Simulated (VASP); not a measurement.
Output of a VASP run:

File OSZICAR:
```
...
DAV:  17    -0.228992892728E+02   -0.23805E-07   -0.11661E-07  1000   0.346E-03
   1 F= -.22899289E+02 E0= -.22899289E+02  d E =-.228993E+02
       N       E                     dE             d eps       ncg     rms          rms(c)
DAV:   1    -0.228999433297E+02   -0.65408E-03   -0.38877E+00  1736   0.123E+01    0.407E-01
DAV:   2    -0.229092232301E+02   -0.92799E-02   -0.10416E-01  2152   0.280E+00    0.159E-01
DAV:   3    -0.229090321809E+02    0.19105E-03   -0.12731E-03  1912   0.321E-01    0.102E-01
DAV:   4    -0.229089206392E+02    0.11154E-03   -0.19485E-04  2264   0.223E-01    0.276E-02
DAV:   5    -0.229089231275E+02   -0.24883E-05   -0.75650E-05  1752   0.787E-02    0.778E-03
DAV:   6    -0.229089248820E+02   -0.17544E-05   -0.62627E-06  2000   0.295E-02    0.406E-03
DAV:   7    -0.229089253662E+02   -0.48426E-06   -0.11770E-06  1648   0.855E-03    0.104E-03
DAV:   8    -0.229089254286E+02   -0.62404E-07   -0.12490E-07  1128   0.333E-03
   2 F= -.22908925E+02 E0= -.22908921E+02  d E =-.963616E-02
       N       E                     dE             d eps       ncg     rms          rms(c)
DAV:   1    -0.229087909047E+02    0.13446E-03   -0.17753E-01  1720   0.260E+00    0.898E-02
DAV:   2    -0.229092403135E+02   -0.44941E-03   -0.49443E-03  2160   0.621E-01    0.342E-02
DAV:   3    -0.229092275837E+02    0.12730E-04   -0.59227E-05  1752   0.807E-02    0.221E-02
DAV:   4    -0.229092209743E+02    0.66094E-05   -0.12618E-05  2152   0.596E-02    0.574E-03
DAV:   5    -0.229092214065E+02   -0.43219E-06   -0.42048E-06  1640   0.192E-02    0.189E-03
DAV:   6    -0.229092216678E+02   -0.26131E-06   -0.28680E-07  1384   0.825E-03    0.740E-04
DAV:   7    -0.229092216657E+02    0.21637E-08   -0.46525E-08   816   0.283E-03
   3 F= -.22909222E+02 E0= -.22909211E+02  d E =-.993239E-02
       N       E                     dE             d eps       ncg     rms          rms(c)
DAV:   1    -0.229151211645E+02   -0.58995E-02   -0.25594E-01  1528   0.430E+00    0.432E-01
DAV:   2    -0.229123970649E+02    0.27241E-02   -0.99484E-03  2040   0.152E+00    0.265E-01
DAV:   3    -0.229107156009E+02    0.16815E-02   -0.18564E-03  2064   0.722E-01    0.536E-02
DAV:   4    -0.229107083951E+02    0.72057E-05   -0.52368E-04  1896   0.193E-01    0.189E-02
DAV:   5    -0.229107092107E+02   -0.81554E-06   -0.53525E-05  1752   0.637E-02    0.448E-03
DAV:   6    -0.229107080254E+02    0.11853E-05   -0.47020E-06  1920   0.218E-02    0.203E-03
DAV:   7    -0.229107080187E+02    0.66502E-08   -0.47363E-07  1632   0.820E-03
   4 F= -.22910708E+02 E0= -.22910702E+02  d E =-.148635E-02
       N       E                     dE             d eps       ncg     rms          rms(c)
DAV:   1    -0.229215290615E+02   -0.10821E-01   -0.58099E-01  1520   0.648E+00    0.651E-01
DAV:   2    -0.229153839745E+02    0.61451E-02   -0.23008E-02  1952   0.219E+00    0.399E-01
DAV:   3    -0.229115816686E+02    0.38023E-02   -0.40887E-03  2064   0.112E+00    0.837E-02
DAV:   4    -0.229115579926E+02    0.23676E-04   -0.12222E-03  1888   0.307E-01    0.296E-02
DAV:   5    -0.229115597523E+02   -0.17597E-05   -0.12718E-04  1736   0.984E-02    0.714E-03
DAV:   6    -0.229115572273E+02    0.25249E-05   -0.10736E-05  2024   0.349E-02    0.287E-03
DAV:   7    -0.229115572160E+02    0.11326E-07   -0.12206E-06  1752   0.122E-02    0.150E-03
DAV:   8    -0.229115572672E+02   -0.51156E-07   -0.15798E-07  1056   0.399E-03
   5 F= -.22911557E+02 E0= -.22911556E+02  d E =-.233560E-02
```

### OUTCAR
```
------------------------ aborting loop because EDIFF is reached ----------------------------------------
  FORCE on cell =-STRESS in cart. coord.  units (eV):
  Direction    XX          YY          ZZ          XY          YZ          ZX
  --------------------------------------------------------------------------------------
  Total        0.3818192      0.3818192      0.3797559      0.0000000      0.0000000      0.0000000
  in kB        8.4211702      8.4211702      8.3756629      0.0000000      0.0000000      0.0000000
  external PRESSURE =       8.4060011 kB  Pullay stress =       0.0000000 kB
  volume of cell :       72.64
      direct lattice vectors                 reciprocal lattice vectors
     3.853364615  0.000000000  0.000000000     0.259513464  0.000000000  0.000000000
     0.000000000  3.853364615 -0.000000000     0.000000000  0.259513464  0.000000000
     0.000000000 -0.000000000  4.892329796     0.000000000  0.000000000  0.204401592
 POSITION                                       TOTAL-FORCE (eV/Angst)
 -----------------------------------------------------------------------------------
      1.92668      3.85336      3.73111         0.000000      0.000000     -0.003577
      0.00000      1.92668      1.16122         0.000000     -0.000000      0.003577
      1.92668      1.92668     -0.00000         0.000000      0.000000      0.000000
      0.00000     -0.00000      0.00000         0.000000     -0.000000      0.000000
 -----------------------------------------------------------------------------------
    total drift:                                0.000000      0.000000     -0.000000
  FREE ENERGIE OF THE ION-ELECTRON SYSTEM (eV)
  ---------------------------------------------------
  free  energy   TOTEN  =       -22.9115572672 eV

  energy  without entropy=      -22.9115541557  energy(sigma->0) =      -22.91155571

 reached required accuracy - stopping structural energy minimisation
```
(Selected blocks of OUTCAR.)

**POSCAR**
```
SnO
1
    3.8290302966     0.0000000000     0.0000000000
    0.0000000000     3.8290302966     0.0000000000
    0.0000000000     0.0000000000     4.9547110272
Sn O
2 2
Direct
  0.5000000000   0.0000000000   0.7680135449
  0.0000000000   0.5000000000   0.2319864551
  0.5000000000   0.5000000000   0.0000000000
  1.0000000000   1.0000000000   0.0000000000
```

Write an INCAR and KPOINTS that could have produced this output.

One answer among several that fit: the input of the run itself, PW91 GGA, plane waves, VASP's PBE PAW potentials (set 64).

INCAR:
```
SYSTEM = SnO
PREC = Accurate; ENCUT = 520; LREAL = F
LASPH = T
EDIFF = 1E-7; NELM = 100; ALGO = Normal
LMAXMIX = 4
ISMEAR = 0; SIGMA = 0.05
GGA = 91
IBRION = 2; NSW = 30; ISIF = 4
EDIFFG = -0.01
LWAVE = F; LCHARG = F
```

File KPOINTS:
```
Automatic mesh
0
Gamma
6 6 5
0 0 0
```

POTCAR, in this order: Sn_d O (PBE.64 set). Program: vasp_std.

Without a dispersion term in the relaxation, distances and binding between the weakly bound layers, chains or molecules are unreliable, and so is what depends on them.

The compound is SnO in the litharge structure. This cell is one point of a volume scan, at 0.97 of the reference volume. Symmetry was kept, so distortions that lower it aren't found.
